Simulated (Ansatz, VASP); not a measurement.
# HfO2 in two plane-wave programs, part 2 of 2

One calculation is typed for both programs; each brings its own data sets. How far apart do they land? The cell is taken from a series of runs on this material, whose earlier steps may have relaxed, scaled, displaced or heated it; both programs get it as it stands.

VASP 6.6.1 and Ansatz 0.2.0.

So far: The starting structure; VASP: zone-centre phonons, LDA.

**2. VASP: zone-centre phonons, LDA (continued)**

Level of this step: LDA; plane waves and PAW (O, Hf_pv) (VASP).

Numbers of over 12 decimals in the logs are rounded to 6 here.

OUTCAR, selected parts (step 2):

```text
ion  position               nearest neighbor table
   1  0.250  0.250  0.250-   3 2.15   3 2.15   3 2.15   3 2.15
   2  0.750  0.750  0.750-   3 2.15   3 2.15   3 2.15   3 2.15
   3  0.000  0.000  0.000-   2 2.15   2 2.15   2 2.15   1 2.15   2 2.15   1 2.15   1 2.15   1 2.15

  LATTYP: Found a body centered tetragonal cell.
 ALAT       =     3.5554138617
 C/A-ratio  =     1.3645895280

 Subroutine GETGRP returns: Found 16 space group operations
 (whereof 16 operations were pure point group operations)

The static configuration has the point symmetry D_4h.

 Found     59 irreducible k-points:

   k-points           NKPTS =     59   k-points in BZ     NKDIM =     59   number of bands    NBANDS=     17

   dimension x,y,z NGX =    28 NGY =   28 NGZ =   28
   dimension x,y,z NGXF=    56 NGYF=   56 NGZF=   56

   ENCUT  =  600.0 eV  44.10 Ry    6.64 a.u.   6.98  6.98  7.10*2*pi/ulx,y,z

   NELECT =      22.0000    total number of electrons

 k-points in reciprocal lattice and weights: Automatic mesh
   0.00000000  0.00000000  0.00000000       0.002
   0.12500000  0.00000000  0.00000000       0.016
   0.25000000  0.00000000  0.00000000       0.016
   0.37500000  0.00000000  0.00000000       0.016
   0.50000000  0.00000000  0.00000000       0.008
   0.12500000  0.12500000  0.00000000       0.004
   0.25000000  0.12500000  0.00000000       0.016
   0.37500000  0.12500000  0.00000000       0.016
   0.50000000  0.12500000  0.00000000       0.016
[...]
-0.37500000  0.12500000  0.50000000       0.008
  -0.25000000  0.25000000  0.50000000       0.004

 average (electrostatic) potential at core
       1 -70.1624       2 -70.1624       3 -36.8399

  Total       -0.8031860     -0.8031860      2.6736423      0.0000000      0.0000000     -0.0000000
  in kB      -41.9647068    -41.9647068    139.6919447      0.0000000      0.0000000     -0.0000000
  external PRESSURE =      18.5875104 kB  Pullay stress =       0.0000000 kB

  energy-cutoff  :      600.00
  volume of cell :       30.66
      direct lattice vectors                 reciprocal lattice vectors
     0.000000000  2.514057252  2.425840262    -0.198881708  0.198881708  0.206114149
     2.514057252  0.000000000  2.425840262     0.198881708 -0.198881708  0.206114149
     2.514057252  2.514057252  0.000000000     0.198881708  0.198881708 -0.206114149

 POSITION                                       TOTAL-FORCE (eV/Angst)
 -----------------------------------------------------------------------------------
      1.25703      1.25703      1.21292        -0.000000     -0.000000      0.000000
      3.77109      3.77109      3.63876         0.000000      0.000000     -0.000000
      0.00000      0.00000      0.00000         0.000000     -0.000000      0.000000
 -----------------------------------------------------------------------------------
    total drift:                                0.000000      0.000000      0.000000

 MACROSCOPIC STATIC DIELECTRIC TENSOR (including local field effects in DFT)
 ------------------------------------------------------
           5.422906     0.000000     0.000000
           0.000000     5.422906     0.000000
          -0.000000    -0.000000     5.186773
 ------------------------------------------------------

 PIEZOELECTRIC TENSOR (including local field effects)  for field in x, y, z        (C/m^2)
          XX          YY          ZZ          XY          YZ          ZX
  --------------------------------------------------------------------------------
  x     0.00000     0.00000     0.00000     0.00000     0.00000     0.00000
  y     0.00000     0.00000     0.00000     0.00000     0.00000     0.00000
  z     0.00000     0.00000     0.00000     0.00000     0.00000     0.00000

 BORN EFFECTIVE CHARGES (including local field effects) (in |e|, cummulative output)
 ---------------------------------------------------------------------------------
 ion    1
    1    -2.82044     0.00000     0.00000
    2     0.00000    -2.82044     0.00000
    3     0.00000     0.00000    -2.70520
 ion    2
    1    -2.82044     0.00000     0.00000
    2     0.00000    -2.82044     0.00000
    3     0.00000     0.00000    -2.70520
 ion    3
    1     5.64089     0.00000     0.00000
    2     0.00000     5.64089     0.00000
    3     0.00000     0.00000     5.41041

 Eigenvectors and eigenvalues of the dynamical matrix
 ----------------------------------------------------

   1 f  =   19.614312 THz   123.240359 2PiTHz  654.263032 cm-1    81.118241 meV
             X         Y         Z           dx          dy          dz
      1.257029  1.257029  1.212920     0.000000    0.000000   -0.707107
      3.771086  3.771086  3.638760    -0.000000   -0.000000    0.707107
      0.000000  0.000000  0.000000     0.000000   -0.000000   -0.000000

   2 f  =   17.680946 THz   111.092659 2PiTHz  589.772867 cm-1    73.122483 meV
             X         Y         Z           dx          dy          dz
      1.257029  1.257029  1.212920     0.597675   -0.377868   -0.000000
      3.771086  3.771086  3.638760    -0.597675    0.377868    0.000000
      0.000000  0.000000  0.000000    -0.000000    0.000000    0.000000

   3 f  =   17.680946 THz   111.092659 2PiTHz  589.772867 cm-1    73.122483 meV
             X         Y         Z           dx          dy          dz
      1.257029  1.257029  1.212920     0.377868    0.597675    0.000000
      3.771086  3.771086  3.638760    -0.377868   -0.597675   -0.000000
      0.000000  0.000000  0.000000     0.000000   -0.000000    0.000000

   4 f  =    7.988100 THz    50.190712 2PiTHz  266.454334 cm-1    33.036112 meV
             X         Y         Z           dx          dy          dz
      1.257029  1.257029  1.212920    -0.000000    0.000000   -0.651250
      3.771086  3.771086  3.638760    -0.000000    0.000000   -0.651250
      0.000000  0.000000  0.000000    -0.000000   -0.000000    0.389547

   5 f  =    7.904289 THz    49.664114 2PiTHz  263.658711 cm-1    32.689499 meV
             X         Y         Z           dx          dy          dz
      1.257029  1.257029  1.212920     0.651134   -0.000000   -0.000000
      3.771086  3.771086  3.638760     0.651134   -0.000000    0.000000
      0.000000  0.000000  0.000000    -0.389934    0.000000    0.000000

   6 f  =    7.904289 THz    49.664114 2PiTHz  263.658711 cm-1    32.689499 meV
             X         Y         Z           dx          dy          dz
      1.257029  1.257029  1.212920    -0.000000   -0.651134   -0.000000
      3.771086  3.771086  3.638760    -0.000000   -0.651134   -0.000000
      0.000000  0.000000  0.000000     0.000000    0.389934    0.000000

   7 f/i=    0.000250 THz     0.001569 2PiTHz    0.008329 cm-1     0.001033 meV
             X         Y         Z           dx          dy          dz
      1.257029  1.257029  1.212920    -0.275639    0.006879    0.000000
      3.771086  3.771086  3.638760    -0.275639    0.006879    0.000000
      0.000000  0.000000  0.000000    -0.920556    0.022975    0.000000

   8 f/i=    0.000250 THz     0.001569 2PiTHz    0.008329 cm-1     0.001033 meV
             X         Y         Z           dx          dy          dz
      1.257029  1.257029  1.212920    -0.006879   -0.275639   -0.000000
      3.771086  3.771086  3.638760    -0.006879   -0.275639   -0.000000
      0.000000  0.000000  0.000000    -0.022975   -0.920556   -0.000000

   9 f/i=    0.003112 THz     0.019555 2PiTHz    0.103813 cm-1     0.012871 meV
             X         Y         Z           dx          dy          dz
      1.257029  1.257029  1.212920    -0.000000   -0.000000    0.275451
      3.771086  3.771086  3.638760    -0.000000   -0.000000    0.275451
      0.000000  0.000000  0.000000    -0.000000   -0.000000    0.921007

 MACROSCOPIC STATIC DIELECTRIC TENSOR IONIC CONTRIBUTION
 ------------------------------------------------------
          27.065913    -0.000000     0.000000
          -0.000000    27.065913     0.000000
           0.000000     0.000000    24.409035
 ------------------------------------------------------

 ELASTIC MODULI CONTR FROM IONIC RELAXATION (kBar)
 Direction    XX          YY          ZZ          XY          YZ          ZX
 --------------------------------------------------------------------------------
 XX          -0.0000     -0.0000      0.0000      0.0000     -0.0000     -0.0000
 YY          -0.0000     -0.0000      0.0000      0.0000     -0.0000     -0.0000
 ZZ           0.0000      0.0000     -0.0000     -0.0000      0.0000      0.0000
 XY           0.0000      0.0000     -0.0000   -397.1889      0.0000      0.0000
 YZ          -0.0000     -0.0000      0.0000      0.0000   -416.8318     -0.0000
 ZX          -0.0000     -0.0000      0.0000      0.0000     -0.0000   -401.7438
 --------------------------------------------------------------------------------

 PIEZOELECTRIC TENSOR IONIC CONTR  for field in x, y, z        (C/m^2)
          XX          YY          ZZ          XY          YZ          ZX
  --------------------------------------------------------------------------------
  x    -0.00000     0.00000     0.00000    -0.00000     0.00000    -0.00000
  y     0.00000    -0.00000     0.00000    -0.00000    -0.00000     0.00000
  z     0.00000    -0.00000     0.00000    -0.00000    -0.00000     0.00000
```

**3. Ansatz: zone-centre phonons, LDA**

Ansatz runs on its PAW soft_1 files.

The same cell, functional (in two slightly different forms) and mesh now go to Ansatz, which takes its cutoff from its data sets.

Contents of input.yaml:

```yaml
crystal:
  lattice:
    - [0.0, 2.5140572515, 2.4258402617]
    - [2.5140572515, 0.0, 2.4258402617]
    - [2.5140572515, 2.5140572515, 0.0]
  atoms:
    - { symbol: O, position: [0.25, 0.25, 0.25] }
    - { symbol: O, position: [0.75, 0.75, 0.75] }
    - { symbol: Hf, position: [0.0, 0.0, 0.0] }
kpoints:
  mp_grid: { grid: [8, 8, 8] }
hamiltonian:
  xc: lda
  pseudopotentials: { kind: paw, azcp: { folder: soft_1 }, xc_functional: pbe }
scf:
  occupations: { method: fixed }
output:
  eigenvalues: true
phonons:
  method: dfpt
  dielectric: true
  rigid_motions: translations
```

Launch:

```sh
$ ansatz run input.yaml --threads 8 --pin off --max-ram 20480MiB --backend cpu --events-out ev --progress --plain --runs-dir out
```

Log:

```text
Engine: ansatz 0.2.0, aarch64-unknown-linux-gnu
Pseudopotentials: kind: paw
Pseudopotential: O, paw, valence charge 6, recommended cutoff 420 eV (normal), soft_1/O.paw.azcp
Pseudopotential: Hf, paw, valence charge 26, recommended cutoff 420 eV (normal), soft_1/Hf.paw.azcp
Functional definition: SPW92
  exchange = slater_x
  correlation = pw_c
Crystal: 3 atoms, lattice volume = 30.665 Å³
Basis set: ecut = 420 eV, 585 PW (Γ), exchange–correlation on 48×48×48 points (8 copies of the dense FFT grid, shifted against one another)
Bands: 23, of which v1, the nominal top of the filled ones, is band 19 counted from 1 (18 counted from 0)
Symmetry: 16 space group operations
k-points: 260 of 512 (irreducible under 1 space group operation, time reversal used)
Non-local potential: O, projectors of the file, l = 0: 2, l = 1: 2, l = 2: 1
Non-local potential: Hf, projectors of the file, l = 0: 3, l = 1: 2, l = 2: 2, l = 3: 3
PAW form: soft (Blöchl's): semilocal exchange-correlation on the pseudo side does not see the compensation charge
PAW frozen core: O, regenerated for the run's functional, and the local potential with it (the file was generated under x = pbe(κ = 0.804, μ = 0.219515), c = pbe(β = 0.066725))
PAW frozen core: Hf, regenerated for the run's functional, and the local potential with it (the file was generated under x = pbe(κ = 0.804, μ = 0.219515), c = pbe(β = 0.066725))
PAW one-centre angular grid: O, 110 points (default); XC on 64 Gauss nodes
PAW one-centre angular grid: Hf, 590 points (default); XC on 64 Gauss nodes
Initial density: superposition of atomic densities (chi_scale 0.1, normalization cell, long waves kept (reshape's long-wave potential 0.00 eV rms))
Initial wavefunctions: pseudopotential atomic-orbital guess
Functional: x = slater, c = lda
SCF iter   1: F=—  HF=-16594.269052 eV  |F-HF|=—  |Δ(HF+E_count)|=         —  Δρ=9.09e-2  dr2=1.95e0  ethr=3.10e-3  ⟨swp⟩=4.0  Hψ=19835  notcnv=0  defer=503
preconditioner: auto → none  [insulator: Δε(μ)=2.690 eV  Ē_g=19.520 eV  n_scr=14 (ndim 8)  ℏωp=40.2 eV  f_vac=0.000  ε∞_Penn≈5.2]
SCF iter   2: F=—  HF=-16593.662737 eV  |F-HF|=—  |Δ(HF+E_count)|=   6.06e-1  Δρ=3.52e-2  dr2=3.13e-1  ethr=3.10e-3  ⟨swp⟩=2.2  Hψ=14024  notcnv=0  defer=484
SCF iter   3: F=—  HF=-16593.590187 eV  |F-HF|=—  |Δ(HF+E_count)|=   7.25e-2  Δρ=2.57e-2  dr2=1.13e-1  ethr=8.24e-4  ⟨swp⟩=2.0  Hψ=10403  notcnv=0  defer=520
SCF iter   4: F=—  HF=-16593.566012 eV  |F-HF|=—  |Δ(HF+E_count)|=   2.42e-2  Δρ=5.53e-3  dr2=4.59e-3  ethr=2.98e-4  ⟨swp⟩=2.5  Hψ=11983  notcnv=0  defer=520
SCF iter   5: F=—  HF=-16593.568151 eV  |F-HF|=—  |Δ(HF+E_count)|=   2.14e-3  Δρ=2.65e-3  dr2=7.05e-4  ethr=1.21e-5  ⟨swp⟩=2.0  Hψ=12167  notcnv=0  defer=520
SCF iter   6: F=—  HF=-16593.568475 eV  |F-HF|=—  |Δ(HF+E_count)|=   3.24e-4  Δρ=2.27e-4  dr2=4.83e-6  ethr=1.85e-6  ⟨swp⟩=2.0  Hψ=9832  notcnv=0  defer=519
SCF iter   7: F=—  HF=-16593.568477 eV  |F-HF|=—  |Δ(HF+E_count)|=   1.64e-6  Δρ=1.17e-5  dr2=2.26e-8  ethr=1.27e-8  ⟨swp⟩=2.1  Hψ=10122  notcnv=0  defer=3
SCF iter   8: F=—  HF=-16593.568478 eV  |F-HF|=—  |Δ(HF+E_count)|=   8.59e-7  Δρ=2.02e-6  dr2=6.13e-10  ethr=5.95e-11  ⟨swp⟩=2.5  Hψ=11359  notcnv=0  defer=2
SCF iter   9: F=-16593.568478 eV  HF=-16593.568478 eV  |F-HF|=4.00e-11  |Δ(HF+E_count)|=  4.37e-11  Δρ=3.55e-7  dr2=3.34e-11  ethr=1.00e-12  ⟨swp⟩=8.7  Hψ=41376  notcnv=0
SCF 1 converged in 9 iterations: F = -16593.568478 eV  dr2 = 3.34e-11
  greatest PAW one-centre occupation: 0.999 electrons in one spin orbital (limit 2), on the Hf atom at site 2 (counted from 0), in its partial waves of l = 3
NSCF: frozen V_eff on 3 k-points
DFPT response loops at Γ: preconditioner auto → none (the input reference at scf.mixing.eps_inf says where Resta's filter doesn't serve); β = 0.50; Broyden in place of MSR1
SCF converged after 9 iterations
Free energy (F): -16593.568478 eV
Harris-Foulkes:  -16593.568478 eV  (|F-HF|=4.00e-11)
Internal energy: -16593.568478 eV  (E = F + TS)
E sigma→0 (E₀):  -16593.568478 eV
Fermi energy:    15.912237 eV
--- Per-component energies (eV) ---
  E_band       = 41.084173
  E_kinetic    = 745.903251
  E_local      = -6811.907078  (includes V_loc(G=0)·N_el)
  E_nonlocal   = 187.831937
  E_hartree    = 3259.309941
  E_xc         = -406.436029
  E_vxc        = -437.729632  (∫ρ·V_xc dr)
  E_paw        = -7761.883855  (= ΣΔE_a)
  E_vpaw       = -161.636427  (= ΣTr[D̂ρ^β])
  E_aug_tail   = 0.001629  (compensation charges beyond the density's cutoff)
  E_ewald      = -5809.039205
  E_core_change = 2.650931  (= ΣΔE_core)
  E_smearing   = -0.000000  (= −TS)
  E_closure    = 0.000000  (closes the sum)
  Σ components = -16593.568478   (vs F -16593.568478, Δ=0.00e0)
--- Band table (eV; the first three rows and the last of 260) ---
  k-point 0: bands = [... 15 lower, 9.7999, 14.8124, 14.8124, 15.3159, 19.2146, 19.5591, 21.7882, 26.7082]
  k-point 1: bands = [... 15 lower, 10.2853, 14.3932, 14.4986, 14.9288, 19.5862, 19.8805, 22.3673, 25.9117]
  k-point 2: bands = [... 15 lower, 11.4047, 13.5218, 13.9750, 14.2499, 20.1765, 20.3036, 22.8874, 25.3378]
  k-point 259: bands = [... 15 lower, 12.3943, 12.7442, 13.6926, 13.7350, 20.1686, 20.3291, 23.0904, 24.5504]
--- Phonons (Γ-DFPT): 4 representative perturbations + reference, on 260 of 512 k-points (Σ response iterations 17) ---
  k mesh reduced under 1 symmetry operation, with k and −k counted as one. Each operation leaves every solved perturbation unchanged. A smaller set is not considered because the run solves the response to a homogeneous field
  ASR residual: 1.589e-4 → 0.000e0 eV/Å²; symmetrization residual: 2.714e-5 eV/Å²
  ASR residual per site (eV/Å²): 1.61e-5 1.61e-5 1.59e-4
  Γ frequencies (cm⁻¹): 0.00 0.00 0.00 265.62 265.62 267.91 591.96 591.96 655.72
  ε∞ (high-frequency dielectric tensor):
        5.486377     0.000000     0.000000
        0.000000     5.486377     0.000000
        0.000000     0.000000     5.245090
  ε⁰ (static dielectric tensor: ions relaxed, cell fixed):
       32.576460     0.000000    -0.000000
        0.000000    32.576460     0.000000
       -0.000000     0.000000    29.681307
  ε⁰ − ε∞ (ionic part):
       27.090082     0.000000    -0.000000
        0.000000    27.090082     0.000000
       -0.000000     0.000000    24.436217
  softest optical mode at Γ: 265.62 cm⁻¹; the repairs (sum rule, projections) moved no ω² at Γ by more than (2.10 cm⁻¹)²
  Born effective charges Z* (e; rows j = field, columns β = displacement):
    site 0:
        -2.84245    0.00000   -0.00000
         0.00000   -2.84245   -0.00000
         0.00000    0.00000   -2.72294
    site 1:
        -2.84245    0.00000   -0.00000
         0.00000   -2.84245    0.00000
         0.00000    0.00000   -2.72294
    site 2:
         5.68490    0.00000    0.00000
         0.00000    5.68490    0.00000
         0.00000    0.00000    5.44588
  Z* charge neutrality: 2.432e-5 e pre-enforcement
  k-mesh period / interband length: 27.9 Å / 1.37 Å = 20.45 at k = (0.0000, 0.0000, 0.0000), direct gap 3.899 eV — 14 or more, which is no proof of convergence
  optical modes at Γ without the LO–TO term, one row a degenerate level:
      ω (cm⁻¹)  modes    IR ((D/Å)²/amu)
        265.62      2            54.9578
        267.91      1            25.2168
        591.96      2             0.0000
        655.72      1             0.0000
  optical modes at Γ + LO–TO along q̂ = [1.0000, 0.0000, 0.0000]:
      ω (cm⁻¹)  modes    IR ((D/Å)²/amu)
        265.62      1            27.4789
        267.91      1            25.2168
[...]
optical modes at Γ + LO–TO along q̂ = [0.0000, 1.0000, 0.0000]:
      ω (cm⁻¹)  modes    IR ((D/Å)²/amu)
[...]
267.91      1            25.2168
        591.96      2             0.0000
        647.24      1            27.4789
        655.72      1             0.0000
  optical modes at Γ + LO–TO along q̂ = [0.0000, 0.0000, 1.0000]:
      ω (cm⁻¹)  modes    IR ((D/Å)²/amu)
        265.62      2            54.9578
        591.96      2             0.0000
        637.31      1            25.2168
        655.72      1             0.0000
```

**4. Comparison**

Known differences besides the potentials themselves: fixed occupations in Ansatz, narrow Gaussian smearing in VASP; the data sets hold 38 valence electrons in Ansatz (on its PAW soft_1 files) and 22 in VASP; the cutoff is 420 eV in Ansatz and 600 eV in VASP; VASP's log shows a relativistic correction to its local exchange, Ansatz's none. Total energies have different zeros and are not compared.

The two programs side by side:

| quantity | Ansatz | VASP | difference |
| --- | --- | --- | --- |
| ε∞ xx | 5.49 | 5.42 | +1.17 % |
| ε∞ yy | 5.49 | 5.42 | +1.17 % |
| ε∞ zz | 5.25 | 5.19 | +1.12 % |
| Born charge of O1 (mean of the diagonal) (e) | -2.80 | -2.78 | -0.02 |
| Born charge of Hf3 (mean of the diagonal) (e) | 5.61 | 5.56 | +0.04 |
| optical mode 1 to 2 (cm⁻¹) | 265.6 | 263.7 | +0.74 % |
| optical mode 3 (cm⁻¹) | 267.9 | 266.5 | +0.55 % |
| optical mode 4 to 5 (cm⁻¹) | 592.0 | 589.8 | +0.37 % |
| optical mode 6 (cm⁻¹) | 655.7 | 654.3 | +0.22 % |

Modes are paired by rising frequency, not by their patterns, so a pair may set unlike modes beside each other; they are those without the splitting of longitudinal modes.

**5. Summary of results**

| Quantity | Value |
| --- | --- |
| r.m.s. difference of the optical zone-centre modes, each program's sorted by frequency (zone-centre phonons, LDA) | 1.9 cm⁻¹ |
| difference in ε∞ xx (zone-centre phonons, LDA) | +1.2 % |

In words: The r.m.s. difference of the optical zone-centre modes, each program's sorted by frequency is 1.9 cm⁻¹ (zone-centre phonons, LDA). The data sets hold unlike numbers of valence electrons (38 in Ansatz and 22 in VASP), so part of the differences comes from the potentials. Among the rows given in per cent, the largest difference of the zone-centre phonons, LDA pair is in ε∞ xx, +1.2 %. Such differences can come from data sets, numerical settings and the points named under the comparisons, not from the functional's error against experiment.

[Lines on the potential files, build, host, timing and source positions are cut from VASP's logs without a mark.]

[Logs are printed without paths, hosts, clocks, repeated set-up lines and the standing remarks that a program may print on its own settings, such as how far it seeks lower states.]

[Hosts, paths, dates, database ids (printed as entryN), source tags and the programs' standing remarks are cut or masked in the printed files.]
